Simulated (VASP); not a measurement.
Here is a VASP 6.6.1 calculation.

The input INCAR:

```
  ALGO = Normal
  EDIFF = 1E-6
  ENCUT = 520
  GGA = CA
  ICORELEVEL = 1
  ISIF = 2
  ISMEAR = 1
  KPAR = 4
  LASPH = True
  LCHARG = False
  LREAL = False
  LWAVE = False
  NELM = 60
  PREC = Accurate
  SIGMA = 0.1
```

File KPOINTS:

```
k-points
0
Gamma
  11 11 3
```

Contents of POSCAR:

```
Ti2InC
1.0
    3.1355898060      0.0000000000      0.0000000000
   -1.5677949030      2.7155004280      0.0000000000
    0.0000000000      0.0000000000     14.1305132300
Ti In C
4 2 2
Direct
    0.6666666700      0.3333333300      0.5787604700
    0.6666666700      0.3333333300      0.9212395300
    0.3333333300      0.6666666700      0.0787604700
    0.3333333300      0.6666666700      0.4212395300
    0.6666666700      0.3333333300      0.2500000000
    0.3333333300      0.6666666700      0.7500000000
    0.0000000000      0.0000000000      0.5000000000
    0.0000000000      0.0000000000      0.0000000000
```

Potentials or basis: VASP PAW LDA potentials, release 64 (Ti_sv, In_d, C).

Launch:

```sh
$ cat potpaw_LDA.64/Ti_sv/POTCAR potpaw_LDA.64/In_d/POTCAR potpaw_LDA.64/C/POTCAR > POTCAR
$ mpirun -np 4 vasp_std > vasp.out
```

(1) Predict the pressure.

(2) Predict the band gap on the k mesh.

(3) Estimate the largest force.

## Answers

(1) -7.6 GPa.

(2) none (metal or under the smearing width).

(3) 0.393 eV/Å.
